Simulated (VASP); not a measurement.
# LuSi2Ru2 in VASP: notebook

The runs below take LuSi2Ru2 through single point, with PBE.

Program: VASP 6.6.1. These are calculated values, not measurements. Logs are shortened: lines on timing, memory, paths and dates and some standing lists are left out, and cuts for length are marked.

### 1 The crystal as given

The cell holds a amorphous, 5 atoms: a = 5.683 Å, b = 3.765 Å, c = 4.118 Å, α = 90.18°, β = 82.80°, γ = 86.82°.

The cell was built by a generator and needn't be a form met in nature.

### 2 Single point, PBE

Input file INCAR:

```
SYSTEM = LuSi2Ru2
PREC = Accurate
ENCUT = 520
EDIFF = 1E-6
ISMEAR = -1
SIGMA = 0.1
LREAL = .FALSE.
LASPH = .TRUE.
NELM = 100
ALGO = Normal
ISIF = 2
LWAVE = .FALSE.
LCHARG = .TRUE.
GGA = PE
LELF = .TRUE.
LVHAR = .TRUE.
NBANDS = 38
```

Input file KPOINTS:

```
Automatic mesh
0
G
  3 4 4
  0 0 0
```

Input file POSCAR:

```
LuSi2Ru2
1.0
    5.6693920000     -0.3720540000      0.1342530000
    0.4505350000      3.7347150000      0.1629690000
    0.4050090000     -0.2400910000      4.0910300000
Lu Ru Si
1 2 2
Direct
    0.3997279121      0.2300734292      0.2020538818
    0.1621843547      0.6527986764      0.7317211842
    0.8565665766      0.5502530340      0.2540463357
    0.5780776188      0.7012029413      0.7202479579
    0.8847012962      0.1563386756      0.7250073549
```

Potentials or basis: VASP PAW PBE potentials, release 64 (Lu, Ru_pv, Si).

On the command line:

```
cat potpaw_PBE.64/Lu/POTCAR potpaw_PBE.64/Ru_pv/POTCAR potpaw_PBE.64/Si/POTCAR > POTCAR
mpirun -np 1 vasp_std > vasp.out
```

OUTCAR:

```text
SYSTEM = LuSi2Ru2
   PREC = Accurate
   ENCUT = 520
   EDIFF = 1E-6
   ISMEAR = -1
   LREAL = .FALSE.
   LASPH = .TRUE.
   NELM = 100
   ISIF = 2
   GGA = PE

 ion  position               nearest neighbor table
   1  0.400  0.230  0.202-   4 2.80   2 2.85   4 2.86   2 2.92   3 2.95   4 3.07   4 3.15   5 3.18
                             3 3.23   2 3.30   2 3.35   5 3.43   3 3.57
   2  0.162  0.653  0.732-   4 2.38   5 2.40   5 2.51   3 2.63   3 2.82   1 2.85   1 2.92   1 3.30
                             1 3.35
   3  0.857  0.550  0.254-   4 2.38   5 2.46   5 2.62   2 2.63   2 2.82   4 2.91   1 2.95   5 3.01
                             5 3.16   1 3.23   1 3.57
   4  0.578  0.701  0.720-   2 2.38   3 2.38   5 2.51   5 2.62   1 2.80   1 2.86   3 2.91   1 3.07
                             1 3.15
   5  0.885  0.156  0.725-   2 2.40   3 2.46   4 2.51   2 2.51   3 2.62   4 2.62   3 3.01   3 3.16
                             1 3.18   1 3.43

  LATTYP: Found a triclinic cell.
 ALAT       =     6.5868981191
 B/A-ratio  =     0.6251855931
 C/A-ratio  =     0.5716378502
 COS(alpha) =     0.0030627196
 COS(beta)  =     0.0497590316
 COS(gamma) =     0.5169936237

  Lattice vectors:

 A1 = (   5.2643830000,  -0.1319630000,  -3.9567770000)
 A2 = (  -0.4050090000,   0.2400910000,  -4.0910300000)
 A3 = (   0.4505350000,   3.7347150000,   0.1629690000)

Analysis of symmetry for initial positions (statically):
=====================================================================
 Subroutine PRICEL returns:
 Original cell was already a primitive cell.

 Routine SETGRP: Setting up the symmetry group for a
 triclinic supercell.

 Subroutine GETGRP returns: Found  1 space group operations
 (whereof  1 operations were pure point group operations)
 out of a pool of  2 trial point group operations.

The static configuration has the point symmetry C_1 .

Analysis of symmetry for dynamics (positions and initial velocities):
=====================================================================
 Subroutine PRICEL returns:
 Original cell was already a primitive cell.

 Routine SETGRP: Setting up the symmetry group for a
 triclinic supercell.

 Subroutine GETGRP returns: Found  1 space group operations
 (whereof  1 operations were pure point group operations)
 out of a pool of  2 trial point group operations.

The dynamic configuration has the point symmetry C_1 .

 Subroutine INISYM returns: Found  1 space group operations
 (whereof  1 operations are pure point group operations),
 and found     1 'primitive' translations

----------------------------------------------------------------------------------------

                                     Primitive cell

  volume of cell :      87.2871

  direct lattice vectors                    reciprocal lattice vectors
     5.669392000 -0.372054000  0.134253000     0.175489345 -0.020359801 -0.018568177
     0.450535000  3.734715000  0.162969000     0.017068397  0.265093872  0.013867852
     0.405009000 -0.240091000  4.091030000    -0.006438865 -0.009892061  0.244494126

  length of vectors
     5.683172855  3.765320280  4.118033807     0.177639548  0.266004527  0.244778858

  position of ions in fractional coordinates (direct lattice)
     0.399727912  0.230073429  0.202053882
     0.162184355  0.652798676  0.731721184
     0.856566577  0.550253034  0.254046336
     0.578077619  0.701202941  0.720247958
     0.884701296  0.156338676  0.725007355

  ion indices of the primitive-cell ions
   primitive index   ion index
                 1           1
                 2           2
                 3           3
                 4           4
                 5           5

----------------------------------------------------------------------------------------

 KPOINTS: Automatic mesh

Automatic generation of k-mesh.
 Grid dimensions read from file:
 generate k-points for:    3    4    4

 Generating k-lattice:

  Cartesian coordinates                     Fractional coordinates (reciprocal lattice)
     0.058496448 -0.006786600 -0.006189392     0.333333333  0.000000000 -0.000000000
     0.004267099  0.066273468  0.003466963    -0.000000000  0.250000000 -0.000000000
    -0.001609716 -0.002473015  0.061123531     0.000000000  0.000000000  0.250000000

  Length of vectors
     0.059213183  0.066501132  0.061194715

  Shift w.r.t. Gamma in fractional coordinates (k-lattice)
     0.000000000  0.000000000  0.000000000

 Subroutine IBZKPT returns following result:
 ===========================================

 Found     26 irreducible k-points:

 Following reciprocal coordinates:
            Coordinates               Weight
  0.000000  0.000000  0.000000      1.000000
  0.333333  0.000000  0.000000      2.000000
  0.000000  0.250000  0.000000      2.000000
  0.333333  0.250000  0.000000      2.000000
 -0.333333  0.250000  0.000000      2.000000
  0.000000  0.500000  0.000000      1.000000
[... 16 lines left out ...]
  0.333333  0.250000  0.500000      2.000000
 -0.333333  0.250000  0.500000      2.000000
 [... further k-points ...]
   k-points           NKPTS =     26   k-points in BZ     NKDIM =     26   number of bands    NBANDS=     38
   number of dos      NEDOS =    301   number of ions     NIONS =      5
   total plane-waves  NPLWV =  37632
   dimension x,y,z NGX =    42 NGY =   28 NGZ =   32
   dimension x,y,z NGXF=    84 NGYF=   56 NGZF=   64
   ions per type =               1   2   2
   NGX,Y,Z   is equivalent  to a cutoff of  12.29, 12.36, 12.92 a.u.
   NGXF,Y,Z  is equivalent  to a cutoff of  24.57, 24.73, 25.84 a.u.
 SYSTEM =  LuSi2Ru2
   PREC   = accura    normal or accurate (medium, high low for compatibility)
   ISTART =      0    job   : 0-new  1-cont  2-samecut
   ICHARG =      2    charge: 1-file 2-atom 10-const
   ISPIN  =      1    spin polarized calculation?
   LNONCOLLINEAR =      F non collinear calculations
   LSORBIT =      F    spin-orbit coupling
   LASPH  =      T    aspherical Exc in radial PAW
   ENCUT  =  520.0 eV  38.22 Ry    6.18 a.u.  10.57  7.00  7.66*2*pi/ulx,y,z
   NELM   =    100;   NELMIN=  2; NELMDL= -5     # of ELM steps
   EDIFF  = 0.1E-05   stopping-criterion for ELM
   LREAL  =      F    real-space projection
   EDIFFG = 0.1E-04   stopping-criterion for IOM
   NSW    =      0    number of steps for IOM
   IBRION =     -1    ionic relax: 0-MD 1-quasi-New 2-CG
   NFREE  =      0    steps in history (QN), initial steepest desc. (CG)
   ISIF   =      2    stress and relaxation
   ISYM   =      2    0-nonsym 1-usesym 2-fastsym
   POTIM  = 0.5000    time-step for ionic-motion
   TEBEG  =    0.0;   TEEND  =   0.0 temperature during run
   PSTRESS=    0.0 pullay stress
   NELECT =      61.0000    total number of electrons
   NUPDOWN=      -1.0000    fix difference up-down
   EMIN   =  10.00;   EMAX   =-10.00  energy-range for DOS
   EFERMI =   0.00;   METHOD = LEGACY
   ISMEAR =    -1;   SIGMA  =   0.10  broadening in eV -4-tet -1-fermi 0-gaus
   EFERMI_NEDOS =   21; number of points for ismear=-14 and -15
   IALGO  =     38    algorithm
   IMIX   =      4    mixing-type and parameters
     AMIX     =   0.40;   BMIX     =  1.00
     AMIX_MAG =   1.60;   BMIX_MAG =  1.00
  volume/ion in A,a.u.               =      17.46       117.81
  Fermi-wavevector in a.u.,A,eV,Ry     =   1.452785  2.745366 28.716249  2.110585
  Thomas-Fermi vector in A             =   2.570127
   LORBIT       =      0    0 simple, 1 ext, 2 COOP (PROOUT), +10 PAW based schemes
   GGA     = PE    functional components
   LHFCALC =     F    Hartree Fock is set to
   AEXX    =    0.0000 exact exchange contribution
   IVDW    =     0    specifies the selected vdW correction
   LEPSILON=     F    determine dielectric tensor
   LRPA    =     F    only Hartree local field effects (RPA)
 non-spin polarized calculation
  energy-cutoff  :      520.00
  volume of cell :       87.29
 maximum number of plane-waves:      2378
 NGX is ok and might be reduce to    42
   NGX = 21   NGY = 13   NGZ = 15

 number of electron      61.0000009 magnetization

 Free energy of the ion-electron system (eV)
  ---------------------------------------------------
  ext. energy  EPLUGINS =         0.00000000
  ---------------------------------------------------
  free energy    TOTEN  =       -35.07817415 eV

  energy without entropy =      -34.93159659  energy(sigma->0) =      -35.00488537

 E-fermi :   7.4730     XC(G=0): -11.7656

 val. band max:        7.4574859037   @ k =  -0.3333   0.5000   0.2500
 cond. band min:       7.4778791205   @ k =  -0.0000   0.5000   0.2500
 fundamental gap:      0.0203932168
 Fermi energy:         7.4730483843

 k-point     1 :       0.0000    0.0000    0.0000
  band No.  band energies     occupation
      1     -48.3872      2.00000
      2     -34.8666      2.00000
      3     -34.6992      2.00000
      4     -34.5691      2.00000
      5     -34.5171      2.00000
      6     -34.4399      2.00000
[... 30 lines left out ...]
     37      11.5075      0.00000
     38      12.0595      0.00000

 k-point     2 :       0.3333    0.0000    0.0000
  band No.  band energies     occupation
      1     -48.3872      2.00000
      2     -34.8657      2.00000
      3     -34.6988      2.00000
      4     -34.5696      2.00000
      5     -34.5173      2.00000
      6     -34.4400      2.00000
[... 30 lines left out ...]
     37      11.5387      0.00000
     38      12.1551      0.00000

 k-point     3 :       0.0000    0.2500    0.0000
  band No.  band energies     occupation
      1     -48.3857      2.00000
      2     -34.8660      2.00000
      3     -34.6987      2.00000
      4     -34.5733      2.00000
      5     -34.5195      2.00000
      6     -34.4465      2.00000
[... 30 lines left out ...]
     37      11.3185      0.00000
[... 781 lines left out ...]
 k-point    23 :       0.3333    0.2500    0.5000
  band No.  band energies     occupation
      1     -48.3850      2.00000
      2     -34.9055      2.00000
      3     -34.6480      2.00000
      4     -34.5757      2.00000
      5     -34.5521      2.00000
      6     -34.4512      2.00000
[... 30 lines left out ...]
     37      11.6682      0.00000
     38      11.9987      0.00000

 k-point    24 :      -0.3333    0.2500    0.5000
  band No.  band energies     occupation
      1     -48.3850      2.00000
      2     -34.9055      2.00000
      3     -34.6480      2.00000
      4     -34.5757      2.00000
      5     -34.5521      2.00000
      6     -34.4512      2.00000
[... 30 lines left out ...]
     37      11.7657      0.00000
     38      12.0755      0.00000

 [... further k-points ...]
[... 5 lines left out ...]
  --------------------------------------------------------------------------------------
  -------------------------------------------------------------------------------------
  Total       -4.1098467     -1.1390327     -2.3787370      0.1909348     -0.6833590     -2.6523289
  in kB      -75.4372888    -20.9072367    -43.6623268      3.5046570    -12.5432295    -48.6841766
  external PRESSURE =     -46.6689508 kB  Pullay stress =       0.0000000 kB

 VOLUME and BASIS-vectors are now :
 -----------------------------------------------------------------------------
  energy-cutoff  :      520.00
  volume of cell :       87.29
      direct lattice vectors                 reciprocal lattice vectors
     5.669392000 -0.372054000  0.134253000     0.175489345 -0.020359801 -0.018568177
     0.450535000  3.734715000  0.162969000     0.017068397  0.265093872  0.013867852
     0.405009000 -0.240091000  4.091030000    -0.006438865 -0.009892061  0.244494126

 POSITION                                       TOTAL-FORCE (eV/Angst)
 -----------------------------------------------------------------------------------
      2.45170      0.66203      0.91777        -0.407433     -0.967059      0.856308
      1.50995      2.20200      3.12165        -0.257394      0.361479     -0.209554
      5.20701      1.67536      1.24398         0.090942      0.462829     -0.361654
      3.88497      2.23079      3.13844         0.374966     -0.156933     -0.245934
      5.37979      0.08066      3.11028         0.198919      0.299683     -0.039165
 -----------------------------------------------------------------------------------
    total drift:                                0.001330      0.000929     -0.000050

  FREE ENERGIE OF THE ION-ELECTRON SYSTEM (eV)
  ---------------------------------------------------
  free  energy   TOTEN  =       -35.0781741450 eV

  energy  without entropy=      -34.9315965916  energy(sigma->0) =      -35.00488537
```

Wall time 85 s (1 thread of Intel Xeon Platinum 8259CL at 2.50GHz (Skylake/Cascade Lake), shared host); peak memory 0.24 GiB.

Results:

```yaml
Free_energy: -35.0782 eV
Pressure: -4.7 GPa
Largest_force: 1.354 eV/Å
Band_gap_on_the_k_mesh: none (metal or under the smearing width)
```

Forces in eV/Å, atoms in the order of the input:
```
Lu  -0.407 -0.967  0.856
Ru  -0.257  0.361 -0.210
Ru   0.091  0.463 -0.362
Si   0.375 -0.157 -0.246
Si   0.199  0.300 -0.039
```

Caveat: the k mesh is coarse (spacing up to 0.42 Å⁻¹), so the values aren't converged. Spin-orbit coupling is left out, which matters for the levels of Lu.

(Part 1 of 2 ends here.)
